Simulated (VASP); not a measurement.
Here is the system:

```yaml
crystal:
  lattice:
    - [4.42616, 0.00000, 0.00000]
    - [0.00000, 8.90934, 0.00000]
    - [0.00000, 0.00000, 6.19456]
  atoms:
    - { symbol: Mg, position: [0.00000, 0.27410, 0.98177] }
    - { symbol: Mg, position: [0.00000, 0.72590, 0.98177] }
    - { symbol: Mg, position: [0.50000, 0.00000, 0.48612] }
    - { symbol: Mg, position: [0.50000, 0.50000, 0.54549] }
    - { symbol: Te, position: [0.50000, 0.26383, 0.25086] }
    - { symbol: Te, position: [0.50000, 0.73617, 0.25086] }
    - { symbol: Te, position: [0.00000, 0.00000, 0.75515] }
    - { symbol: S, position: [0.00000, 0.50000, 0.74797] }
```

All values below come from r2SCAN meta-GGA, VASP's PBE PAW potentials (set 64) (plane waves; VASP 6.6.1). Settings: 400 eV cut-off, 6×3×4 Γ-centred mesh, tetrahedra with Blöchl corrections, potentials Mg Te S.

Unless said otherwise, spin-orbit coupling is left out, though it shifts the bands of the heavy elements here.

Problem. Give the energies of bands 7 to 20 at the high-symmetry points, in eV from the valence-band maximum.

Solution. 
```json
[
 {"band": "7", "Γ": "-2.87", "X": "-3.07", "S": "-3.12", "Y": "-2.69", "Z": "-2.41", "U": "-3.22", "R": "-3.22", "T": "-3.13"},
 {"band": "8", "Γ": "-2.38", "X": "-2.91", "S": "-2.93", "Y": "-2.45", "Z": "-2.34", "U": "-3.03", "R": "-3.18", "T": "-2.75"},
 {"band": "9", "Γ": "-2.10", "X": "-2.43", "S": "-2.44", "Y": "-2.36", "Z": "-2.30", "U": "-2.38", "R": "-2.64", "T": "-2.29"},
 {"band": "10", "Γ": "-1.93", "X": "-1.92", "S": "-2.00", "Y": "-1.71", "Z": "-1.73", "U": "-2.34", "R": "-1.86", "T": "-1.41"},
 {"band": "11", "Γ": "-1.73", "X": "-1.90", "S": "-1.81", "Y": "-1.62", "Z": "-0.77", "U": "-2.12", "R": "-1.79", "T": "-1.34"},
 {"band": "12", "Γ": "-0.94", "X": "-1.52", "S": "-1.61", "Y": "-1.20", "Z": "-0.76", "U": "-1.82", "R": "-1.55", "T": "-0.92"},
 {"band": "13", "Γ": "-0.44", "X": "-1.46", "S": "-1.52", "Y": "-0.97", "Z": "-0.72", "U": "-1.22", "R": "-1.46", "T": "-0.62"},
 {"band": "14", "Γ": "-0.43", "X": "-1.38", "S": "-1.40", "Y": "-0.62", "Z": "-0.62", "U": "-0.81", "R": "-1.36", "T": "-0.53"},
 {"band": "15", "Γ": "-0.32", "X": "-1.03", "S": "-1.27", "Y": "-0.49", "Z": "-0.51", "U": "-0.76", "R": "-1.02", "T": "-0.51"},
 {"band": "16", "Γ": "-0.08", "X": "-0.47", "S": "-1.00", "Y": "0.00", "Z": "-0.41", "U": "-0.43", "R": "-0.83", "T": "-0.48"},
 {"band": "17", "Γ": "2.37", "X": "2.79", "S": "3.71", "Y": "3.16", "Z": "3.37", "U": "3.44", "R": "4.63", "T": "3.73"},
 {"band": "18", "Γ": "3.28", "X": "3.14", "S": "3.75", "Y": "3.74", "Z": "4.12", "U": "3.99", "R": "4.71", "T": "4.35"},
 {"band": "19", "Γ": "3.95", "X": "4.02", "S": "4.18", "Y": "4.29", "Z": "4.16", "U": "4.76", "R": "4.78", "T": "4.56"},
 {"band": "20", "Γ": "4.80", "X": "4.11", "S": "4.20", "Y": "4.37", "Z": "4.51", "U": "4.79", "R": "4.80", "T": "4.80"}
]
```

The gap is indirect, 2.37 eV, from the valence maximum at Y to the conduction minimum at Γ.

The structure comes from a computed database's Mg4Te3S entry (Pmm2); how it stands against other phases isn't given here. It was relaxed first.
